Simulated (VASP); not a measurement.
Wanted: the native input for a VASP 6.6.1 run.

- Task: relaxation of cell and atoms
- Functional: LDA
- Potentials or basis: VASP PAW LDA potentials, release 64 (Cd, C)
- Cutoff: 600 eV
- k mesh: 8 × 8 × 8
- Occupations: gaussian, width 0.01 eV
- Spin: no spin polarisation
- Target pressure: 12 GPa
- Dipole correction: no
- Further INCAR settings: ALGO = Fast; EDIFF = 1e-06; IBRION = 2; EDIFFG = -0.001; NSW = 80; ISIF = 3
- Target pressure: 12 GPa

The structure of CdC2 lies in POSCAR:

```
CdC2
1.0
   -2.0493738123      2.0493738123      2.6934398983
    2.0493738123     -2.0493738123      2.6934398983
    2.0493738123      2.0493738123     -2.6934398983
Cd C
1 2
Direct
    0.0000000000      0.0000000000      0.0000000000
    0.6148719649      0.6148719649      0.0000000000
    0.3851280351      0.3851280351      0.0000000000
```

The cell comes from a database or a generator and needn't be the stable form of this composition.

One way to write it, as run:

INCAR

```
SYSTEM = CdC2
PREC     = Accurate       ! precision mode
ENCUT    = 600            ! plane-wave cutoff, eV
EDIFF    = 1E-6           ! SCF threshold, eV
ISMEAR   = 0              ! smearing method
SIGMA    = 0.01           ! smearing width, eV
LREAL    = .FALSE.        ! projectors in reciprocal space
LASPH    = .TRUE.         ! aspherical terms in the spheres
NELM     = 100            ! most SCF steps
ALGO     = Fast           ! electronic algorithm
ISIF     = 3              ! what is computed and relaxed
LWAVE    = .FALSE.        ! write WAVECAR
LCHARG   = .FALSE.        ! write CHGCAR
GGA      = CA             ! functional
IBRION   = 2              ! ionic algorithm
NSW      = 80             ! ionic steps
EDIFFG   = -0.001         ! ionic threshold
PSTRESS  = 120.0
```

KPOINTS

```
regular mesh
0
G
  8 8 8
  0 0 0
```

Potentials or basis: VASP PAW LDA potentials, release 64 (Cd, C).

Run with:

```sh
$ cat potpaw_LDA.64/Cd/POTCAR potpaw_LDA.64/C/POTCAR > POTCAR
$ mpirun -np 1 vasp_std > vasp.out
```

Results of the run:

The relaxed volume is 12.44 Å³/atom, the relaxed cell is a = 3.782 Å, b = 3.782 Å, c = 3.782 Å, α = 121.56°, β = 121.56°, γ = 87.31° and the space group after relaxing (to 0.05 Å) is I4/mmm (No. 139). The energy change on relaxing (the enthalpy is what falls) is +75.9 meV/atom and the ionic steps are 59. The pressure after relaxing is 12.0 GPa and the band gap on the k mesh is 2.38 eV, indirect (least direct gap 3.23 eV).

Caveat: the cell is relaxed towards a set pressure, so the enthalpy falls and the energy may rise; the standard files for N, O and F lose accuracy on very short bonds; the volume moved by over 15 % at a fixed basis, so the end points are rough.

Wall time 8.2 min on 1 thread of Intel(R) Xeon(R) Platinum 8259CL CPU @ 2.50GHz (Skylake/Cascade Lake), with other jobs on the host, peak memory 0.2 GiB.
